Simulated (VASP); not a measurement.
Calculation: PBEsol GGA, VASP's PBE PAW potentials (set 64) (plane waves; VASP 6.6.1).

A VASP calculation is set up with these files.

POSCAR:
```
Sr(111) slab
1.0
  4.1801291232   0.0000000000   0.0000000000
 -2.0900650478   3.6200978075   0.0000000000
  0.0000000000   0.0000000000  24.8237126988
Sr
3
Cart
 -0.0000024142   2.4133997450   8.9987944430
  0.0000000000   0.0000000000  12.4118563494
  2.0900664896   1.2066980625  15.8249182558
```

File KPOINTS:
```
Automatic mesh
0
Gamma
8 8 1
0 0 0
```

### INCAR
```
! general
SYSTEM   =  Sr(111) slab
PREC     =  Normal
ENCUT    =  400   ! plane-wave cut-off (eV)
LREAL    =  F   ! projection in real space or not
LASPH    =  T   ! aspherical one-centre terms

! electronic loop
EDIFF    =  1E-5
NELM     =  100   ! most electronic steps
NELMIN   =  4
ALGO     =  Normal
LMAXMIX  =  4   ! l cut-off of mixed one-centre charges

! smearing
ISMEAR   =  1   ! Methfessel-Paxton
SIGMA    =  0.1   ! width (eV)

! functional
GGA      =  PS

! ions
IBRION   =  2   ! conjugate gradients
NSW      =  50   ! most ionic steps
ISIF     =  2   ! forces and stress, cell fixed
EDIFFG   =  -0.03

! output
LWAVE    =  T
LCHARG   =  F

! other
LDIPOL   =  T
IDIPOL   =  3
DIPOL    =  0.5 0.5 0.5
```

POTCAR, in this order: Sr_sv (PBE.64 set). Program: vasp_std.

Output of the run:

File OSZICAR:
```
       N       E                     dE             d eps       ncg     rms          rms(c)
DAV:   1     0.166246068824E+03    0.16625E+03   -0.12191E+04   543   0.968E+02
DAV:   2     0.133927577572E+02   -0.15285E+03   -0.15050E+03   445   0.240E+02
DAV:   3    -0.414468630360E+01   -0.17537E+02   -0.17338E+02   651   0.589E+01
DAV:   4    -0.539854404349E+01   -0.12539E+01   -0.12393E+01   552   0.138E+01
DAV:   5    -0.543087234859E+01   -0.32328E-01   -0.32236E-01   629   0.255E+00    0.226E+01
DAV:   6    -0.487087603221E+01    0.56000E+00   -0.27112E+00   501   0.594E+00    0.118E+01
DAV:   7    -0.477515576163E+01    0.95720E-01   -0.36271E-01   525   0.274E+00    0.404E+00
DAV:   8    -0.476937871188E+01    0.57770E-02   -0.84243E-02   624   0.107E+00    0.160E+00
DAV:   9    -0.476898131502E+01    0.39740E-03   -0.83118E-03   544   0.344E-01    0.834E-01
DAV:  10    -0.477065035969E+01   -0.16690E-02   -0.41492E-03   600   0.230E-01    0.137E-01
DAV:  11    -0.477086268908E+01   -0.21233E-03   -0.47571E-04   496   0.845E-02    0.545E-02
DAV:  12    -0.477146790557E+01   -0.60522E-03   -0.42229E-04   488   0.552E-02    0.366E-02
DAV:  13    -0.477167882300E+01   -0.21092E-03   -0.84049E-05   432   0.229E-02    0.211E-02
DAV:  14    -0.477186562917E+01   -0.18681E-03   -0.58999E-05   360   0.265E-02    0.107E-02
DAV:  15    -0.477193343684E+01   -0.67808E-04   -0.44890E-05   405   0.162E-02    0.116E-02
DAV:  16    -0.477194750462E+01   -0.14068E-04   -0.60364E-06   352   0.706E-03    0.494E-03
DAV:  17    -0.477195772982E+01   -0.10225E-04   -0.38206E-06   308   0.557E-03    0.325E-03
DAV:  18    -0.477196195040E+01   -0.42206E-05   -0.16072E-06   280   0.320E-03
   1 F= -.47719620E+01 E0= -.47718416E+01  d E =-.477196E+01
       N       E                     dE             d eps       ncg     rms          rms(c)
DAV:   1    -0.477211164981E+01   -0.15392E-03   -0.22261E-02   404   0.853E-01    0.409E-02
DAV:   2    -0.477214687098E+01   -0.35221E-04   -0.45035E-04   413   0.123E-01    0.140E-02
DAV:   3    -0.477215082333E+01   -0.39523E-05   -0.35827E-05   498   0.221E-02    0.564E-03
DAV:   4    -0.477215189441E+01   -0.10711E-05   -0.10690E-06   250   0.429E-03
   2 F= -.47721519E+01 E0= -.47720081E+01  d E =-.189944E-03
       N       E                     dE             d eps       ncg     rms          rms(c)
DAV:   1    -0.477232929869E+01   -0.17848E-03   -0.20015E-01   380   0.256E+00    0.124E-01
DAV:   2    -0.477263726205E+01   -0.30796E-03   -0.40604E-03   398   0.368E-01    0.423E-02
DAV:   3    -0.477266416687E+01   -0.26905E-04   -0.34040E-04   626   0.668E-02    0.171E-02
DAV:   4    -0.477266555312E+01   -0.13862E-05   -0.35792E-06   293   0.932E-03
   3 F= -.47726656E+01 E0= -.47724519E+01  d E =-.703603E-03
       N       E                     dE             d eps       ncg     rms          rms(c)
DAV:   1    -0.477218859084E+01    0.47558E-03   -0.80031E-01   380   0.512E+00    0.256E-01
DAV:   2    -0.477339988122E+01   -0.12113E-02   -0.16181E-02   392   0.737E-01    0.826E-02
DAV:   3    -0.477350056178E+01   -0.10068E-03   -0.13401E-03   629   0.132E-01    0.336E-02
DAV:   4    -0.477350947148E+01   -0.89097E-05   -0.16130E-05   421   0.184E-02
   4 F= -.47735095E+01 E0= -.47731599E+01  d E =-.154752E-02
```

OUTCAR:
```
------------------------ aborting loop because EDIFF is reached ----------------------------------------
  FORCE on cell =-STRESS in cart. coord.  units (eV):
  Direction    XX          YY          ZZ          XY          YZ          ZX
  --------------------------------------------------------------------------------------
  Total        0.1864687      0.1864687     -0.2125848     -0.0000000     -0.0000000      0.0000000
  in kB        0.7953161      0.7953160     -0.9067050     -0.0000001     -0.0000000      0.0000000
  external PRESSURE =       0.2279757 kB  Pullay stress =       0.0000000 kB
  volume of cell :      375.64
      direct lattice vectors                 reciprocal lattice vectors
     4.180129123  0.000000000  0.000000000     0.239227060  0.138117847  0.000000000
    -2.090065048  3.620097808  0.000000000     0.000000000  0.276235630  0.000000000
     0.000000000  0.000000000 24.823712699     0.000000000  0.000000000  0.040284063
 POSITION                                       TOTAL-FORCE (eV/Angst)
 -----------------------------------------------------------------------------------
     -0.00000      2.41340      9.01988         0.000000     -0.000000      0.028370
      4.18013      0.00000     12.41186        -0.000000      0.000000      0.000000
      2.09007      1.20670     15.80384        -0.000000      0.000000     -0.028370
 -----------------------------------------------------------------------------------
    total drift:                                0.000000      0.000000      0.000000
  FREE ENERGIE OF THE ION-ELECTRON SYSTEM (eV)
  ---------------------------------------------------
  free  energy   TOTEN  =        -4.7735094715 eV

  energy  without entropy=       -4.7724607775  energy(sigma->0) =       -4.77315991

 reached required accuracy - stopping structural energy minimisation
```
(Selected blocks of OUTCAR.)

File CONTCAR:
```
Sr(111) slab
   1.00000000000000
     4.1801291232000004    0.0000000000000000    0.0000000000000000
    -2.0900650478000000    3.6200978075000001    0.0000000000000000
     0.0000000000000000    0.0000000000000000   24.8237126988000014
  Sr
     3
Direct
     0.3333330000000032    0.6666669999999968    0.3633572858866841
     1.0000000000000000    0.0000000000000000    0.5000000000000000
     0.6666669999999968    0.3333330000000032    0.6366427141133159
```

The cell is a thin slab with vacuum, built from Sr (fcc): (111) face.
